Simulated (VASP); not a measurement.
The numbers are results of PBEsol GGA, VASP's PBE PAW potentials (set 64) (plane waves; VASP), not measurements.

The input files of a VASP run:

INCAR:
```
# general
SYSTEM   =  La
PREC     =  Accurate
ENCUT    =  400
LREAL    =  F
LASPH    =  T

# electronic loop
EDIFF    =  1E-6
NELM     =  100
ALGO     =  Normal
LMAXMIX  =  6

# smearing
ISMEAR   =  1
SIGMA    =  0.1

# functional
GGA      =  PS

# ions
IBRION   =  2
NSW      =  60
ISIF     =  3
EDIFFG   =  -0.02

# output
LWAVE    =  F
LCHARG   =  F
```

**POSCAR**
```
La
1
    1.8213781103    -3.1547196315     0.0000000000
    1.8213781103     3.1547196315    -0.0000000000
   -0.0000000000     0.0000000000    11.9090862634
La
4
Direct
  0.0000000000   1.0000000000   0.5000000000
  0.0000000000   1.0000000000   0.0000000000
  0.3333330000   0.6666670000   0.2500000000
  0.6666670000   0.3333330000   0.7500000000
```

File KPOINTS:
```
Regular mesh
0
gamma
  9 9 3
0 0 0
```

POTCAR, in this order: La (PBE.64 set). Program: vasp_std.

What will the output report for the number of irreducible k-points (NKPTS), number of bands (NBANDS), largest plane-wave count, number of space-group operations, FFT grid (NGX, NGY, NGZ)?

| Item | Result |
|---|---|
| number of irreducible k-points (NKPTS) | 24 |
| number of bands (NBANDS) | 26 |
| largest plane-wave count | 2526 |
| number of space-group operations | 24 |
| FFT grid (NGX, NGY, NGZ) | 24 × 24 × 80 |

The compound is La in the dhcp structure. This run relaxes it. Symmetry was kept, so distortions that lower it aren't found. The start is the result of an earlier pass.
